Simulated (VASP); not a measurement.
Output of a VASP run:

File OSZICAR:
```
       N       E                     dE             d eps       ncg     rms          rms(c)
DAV:   1     0.633473487487E+02    0.63347E+02   -0.51556E+03  1008   0.997E+02
DAV:   2    -0.482662011177E+00   -0.63830E+02   -0.63606E+02  1067   0.229E+02
DAV:   3    -0.170935812547E+01   -0.12267E+01   -0.12052E+01  1510   0.342E+01
DAV:   4    -0.176729074083E+01   -0.57933E-01   -0.57810E-01  1527   0.559E+00
DAV:   5    -0.176903598314E+01   -0.17452E-02   -0.17443E-02  1587   0.553E-01    0.225E+00
DAV:   6    -0.176341628787E+01    0.56197E-02   -0.13946E-02  1248   0.147E+00    0.139E+00
DAV:   7    -0.176304928185E+01    0.36701E-03   -0.20267E-02  1246   0.196E+00    0.110E-01
DAV:   8    -0.176253208765E+01    0.51719E-03   -0.24877E-03  1207   0.545E-01    0.218E-02
DAV:   9    -0.176255274231E+01   -0.20655E-04   -0.14774E-04  1574   0.960E-02    0.909E-03
DAV:  10    -0.176255281329E+01   -0.70985E-07   -0.12798E-05  1269   0.410E-02    0.134E-03
DAV:  11    -0.176255206355E+01    0.74974E-06   -0.82747E-07  1618   0.922E-03    0.590E-04
DAV:  12    -0.176255202628E+01    0.37277E-07   -0.37938E-08   860   0.157E-03
   1 F= -.17625520E+01 E0= -.17623242E+01  d E =-.683444E-03
```

File OUTCAR:
```
------------------------ aborting loop because EDIFF is reached ----------------------------------------
  FORCE on cell =-STRESS in cart. coord.  units (eV):
  Direction    XX          YY          ZZ          XY          YZ          ZX
  --------------------------------------------------------------------------------------
  Total        0.1389288      0.1389288      0.1389288      0.0000000      0.0000000      0.0000000
  in kB        5.2278464      5.2278464      5.2278464      0.0000000      0.0000000      0.0000000
  external PRESSURE =       5.2278464 kB  Pullay stress =       0.0000000 kB
  volume of cell :       42.58
      direct lattice vectors                 reciprocal lattice vectors
     0.000000000  2.771511486  2.771511486    -0.180406974  0.180406974  0.180406974
     2.771511486  0.000000000  2.771511486     0.180406974 -0.180406974  0.180406974
     2.771511486  2.771511486  0.000000000     0.180406974  0.180406974 -0.180406974
 POSITION                                       TOTAL-FORCE (eV/Angst)
 -----------------------------------------------------------------------------------
      0.00000      0.00000      0.00000         0.000000     -0.000000     -0.000000
 -----------------------------------------------------------------------------------
    total drift:                               -0.000000     -0.000000     -0.000000
  FREE ENERGIE OF THE ION-ELECTRON SYSTEM (eV)
  ---------------------------------------------------
  free  energy   TOTEN  =        -1.7625520263 eV

  energy  without entropy=       -1.7618685819  energy(sigma->0) =       -1.76232421
```
(Selected blocks of OUTCAR.)

**POSCAR**
```
Ca
1
    0.0000000000     2.7715114864     2.7715114864
    2.7715114864     0.0000000000     2.7715114864
    2.7715114864     2.7715114864     0.0000000000
Ca
1
Direct
  0.0000000000   0.0000000000   0.0000000000
```

Task: Write an INCAR and KPOINTS that could have produced this output.

Result: One answer among several that fit: the input of the run itself, revPBE GGA, plane waves, VASP's PBE PAW potentials (set 64).

File KPOINTS:
```
Automatic mesh
0
Gamma
11 11 11
0 0 0
```

**INCAR**
```
SYSTEM = Ca
PREC = Accurate
ENCUT = 520
EDIFF = 1E-7
NELM = 100
ALGO = Normal
LREAL = .FALSE.
LASPH = .TRUE.
ISMEAR = 1
SIGMA = 0.1
GGA = RE
LWAVE = .FALSE.
LCHARG = .FALSE.
ISIF = 2
```

POTCAR, in this order: Ca_sv (PBE.64 set). Program: vasp_std.

The compound is Ca in the fcc structure. This cell is one point of a volume scan, at 0.97 of the reference volume.
